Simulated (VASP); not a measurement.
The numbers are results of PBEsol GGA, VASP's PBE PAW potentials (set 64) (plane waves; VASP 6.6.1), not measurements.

The input files of a VASP run:

KPOINTS:
```
Automatic mesh
0
Gamma
17 17 10
0 0 0
```

File POSCAR:
```
Co
1.0
  1.1875688036  -2.0569297457   0.0000000000
  1.1875688036   2.0569297457   0.0000000000
  0.0000000000   0.0000000000   3.8350287892
Co
2
Cartesian
  1.1875688036   0.6856446199   0.9587571973
  1.1875688036  -0.6856446199   2.8762715919
```

**INCAR**
```
! general
SYSTEM  = Co
PREC    = Accurate
ENCUT   = 500
LREAL   = .FALSE.
LASPH   = .TRUE.

! electronic loop
EDIFF   = 1E-6
NELM    = 100
ALGO    = Normal
LMAXMIX = 4

! smearing
ISMEAR  = 1
SIGMA   = 0.1

! functional
GGA     = PS

! spin
ISPIN   = 2
MAGMOM  = 2*1.6

! ions
IBRION  = 2
NSW     = 40
ISIF    = 3
EDIFFG  = -0.02
PSTRESS = 450

! output
LWAVE   = .FALSE.
LCHARG  = .FALSE.
LORBIT  = 10
```

POTCAR, in this order: Co (PBE.64 set). Program: vasp_std.

Energy and stress use the plane-wave basis of the starting cell.

Problem. What does the run give for the energy per atom (σ→0), cell moment, volume per atom, band gap (on the k-mesh)?

Solution. 
```
Property                                                    Result
------------------------  ----------------------------------------
energy per atom (σ→0)                               -7.577 eV/atom
cell moment                                                2.93 μB
band gap (on the k-mesh)  none (metal, semimetal or under 0.01 eV)
volume per atom                                       9.04 Å³/atom
```

File OSZICAR:
```
...
       N       E                     dE             d eps       ncg     rms          rms(c)
DAV:   1    -0.151549629818E+02    0.69241E-02   -0.49561E-03 11908   0.136E+00    0.172E-01
DAV:   2    -0.151546261886E+02    0.33679E-03   -0.14078E-03 13210   0.812E-01    0.865E-02
DAV:   3    -0.151545818002E+02    0.44388E-04   -0.11390E-04 13602   0.223E-01    0.475E-02
DAV:   4    -0.151545757880E+02    0.60122E-05   -0.19058E-06 11415   0.182E-02    0.169E-02
DAV:   5    -0.151545712606E+02    0.45274E-05   -0.11413E-06  6946   0.173E-02    0.241E-03
DAV:   6    -0.151545711766E+02    0.83995E-07   -0.47832E-07  6003   0.871E-03
   4 F= -.10077471E+02 E0= -.10077865E+02  d E =-.319034E-01  mag=     2.9321
```

The compound is Co in the hcp structure. This run relaxes it under an external pressure of 45 GPa. Symmetry was kept, so distortions that lower it aren't found.
